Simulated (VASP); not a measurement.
VASP ran on this input.

KPOINTS:
```
kpoints
0
G
12 12 8
0 0 0
```

### INCAR
```
ALGO=Normal
EDIFF=1E-7
ENCUT=480
GGA=PE
ISIF=2
ISMEAR=1
LASPH=.TRUE.
LCHARG=.FALSE.
LMAXMIX=6
LREAL=.FALSE.
LWAVE=.FALSE.
NELM=100
PREC=Accurate
SIGMA=0.1
SYSTEM=Hf
```

### POSCAR
```
Hf
1
    1.6004587090    -2.7720757610     0.0000000000
    1.6004587090     2.7720757610     0.0000000000
    0.0000000000     0.0000000000     5.0587135159
Hf
2
Direct
  0.3333330000   0.6666670000   0.2500000000
  0.6666670000   0.3333330000   0.7500000000
```

POTCAR, in this order: Hf_pv (PBE.64 set). Program: vasp_std.

Write an equivalent input for Quantum ESPRESSO's pw.x.

One equivalent input (not run):
```
&CONTROL
  calculation = 'scf'
  pseudo_dir = './pseudo'
  outdir = './out'
  tprnfor = .true.
  tstress = .true.
/
&SYSTEM
  ibrav = 0
  nat = 2
  ntyp = 1
  ecutwfc = 58
  occupations = 'smearing'
  smearing = 'methfessel-paxton'
  degauss = 0.00735
  input_dft = 'pbe'
/
&ELECTRONS
  conv_thr = 7.3e-09
  electron_maxstep = 100
/
ATOMIC_SPECIES
  Hf 178.490 Hf.upf
CELL_PARAMETERS angstrom
     1.6004587   -2.7720758    0.0000000
     1.6004587    2.7720758    0.0000000
     0.0000000    0.0000000    5.0587135
ATOMIC_POSITIONS crystal
  Hf   0.3333330  0.6666670  0.2500000
  Hf   0.6666670  0.3333330  0.7500000
K_POINTS automatic
  12 12 8 0 0 0
```
Limits of the translation: the potentials are each code's own (VASP's PAW set, PseudoDojo norm-conserving files in pw.x), so ENCUT and ecutwfc are chosen apart and not converted; conv_thr bounds pw.x's estimated SCF error, while EDIFF bounds the energy change between steps.

The compound is Hf in the hcp structure. It was relaxed first.
